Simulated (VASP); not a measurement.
```xyz
2
Lattice="1.2344 -2.1380 0.0000 1.2344 2.1380 0.0000 0.0000 0.0000 3.9816" Properties=species:S:1:pos:R:3 pbc="T T T"
Co     1.2344     0.7127     0.9954
Co     1.2344    -0.7127     2.9862
```
Starting moments (μB, in the order of the record's atoms Co Co): 1.6 1.6.

All values below come from PW91 GGA, VASP's PBE PAW potentials (set 64) (plane waves; VASP). Settings: 520 eV cut-off, 17×17×9 Γ-centred mesh, first-order Methfessel-Paxton smearing of 0.10 eV, potentials Co.

### Question
Give the stress tensor in GPa (positive for a compressed cell).

### Answer

```
6.72  0.00  0.00
0.00  6.72  0.00
0.00  0.00  6.78
```
The pressure is its mean diagonal, 6.74 GPa.

The compound is Co in the hcp structure. This cell is one point of a volume scan, at 0.97 of the reference volume.
